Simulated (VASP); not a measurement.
OSZICAR of a VASP run on CdTe (zinc blende):

**OSZICAR**
```
       N       E                     dE             d eps       ncg     rms          rms(c)
DAV:   1     0.595068845981E+02    0.59507E+02   -0.84097E+03   754   0.121E+03
DAV:   2    -0.461838283324E+02   -0.10569E+03   -0.10194E+03   874   0.282E+02
DAV:   3    -0.505541559382E+02   -0.43703E+01   -0.43608E+01   899   0.596E+01
DAV:   4    -0.505880254245E+02   -0.33869E-01   -0.33866E-01  1017   0.497E+00
DAV:   5    -0.505881994450E+02   -0.17402E-03   -0.17402E-03   909   0.282E-01    0.553E+00
DAV:   6    -0.462516538062E+02    0.43365E+01   -0.32872E+00   764   0.272E+01    0.701E+00
DAV:   7    -0.460068942015E+02    0.24476E+00   -0.22285E-01   754   0.630E+00    0.450E+00
DAV:   8    -0.461353119343E+02   -0.12842E+00   -0.20717E-01   804   0.484E+00    0.973E-01
DAV:   9    -0.459331995218E+02    0.20211E+00   -0.23753E-01   754   0.465E+00    0.516E-01
DAV:  10    -0.459853333757E+02   -0.52134E-01   -0.33550E-02   754   0.173E+00    0.321E-01
DAV:  11    -0.460026097809E+02   -0.17276E-01   -0.13665E-02   754   0.120E+00    0.630E-02
DAV:  12    -0.460030784556E+02   -0.46867E-03   -0.67961E-04   839   0.294E-01    0.626E-02
DAV:  13    -0.460041013642E+02   -0.10229E-02   -0.44197E-03   754   0.647E-01    0.564E-02
DAV:  14    -0.460021776857E+02    0.19237E-02   -0.12239E-03   814   0.294E-01    0.426E-02
DAV:  15    -0.460043656017E+02   -0.21879E-02   -0.65672E-04   754   0.221E-01    0.400E-02
DAV:  16    -0.460048672837E+02   -0.50168E-03   -0.86558E-05   814   0.971E-02    0.230E-02
DAV:  17    -0.460052484221E+02   -0.38114E-03   -0.23240E-04   754   0.142E-01    0.365E-03
DAV:  18    -0.460052668836E+02   -0.18461E-04   -0.21774E-05   874   0.434E-02    0.759E-03
DAV:  19    -0.460052662564E+02    0.62727E-06   -0.90433E-07   794   0.102E-02    0.179E-03
DAV:  20    -0.460052663221E+02   -0.65742E-07   -0.42425E-07   784   0.697E-03
   1 F= -.46005266E+02 E0= -.46005266E+02  d E =0.000000E+00
       N       E                     dE             ncg
       N       E                     dE             ncg
       N       E                     dE             ncg
```

Task: Which electronic solver shows in the log?

Result: It is blocked Davidson (ALGO = Normal, or the opening steps of other solvers). The INCAR had ALGO = Normal.

Task: Can the final energy be trusted as converged?

Result: The run converged. It stopped with EDIFF = 1E-7, NELM = 100 (r2SCAN+rVV10, plane waves, VASP's PBE PAW potentials (set 64)).

The compound is CdTe in the zinc blende structure. It was relaxed first.
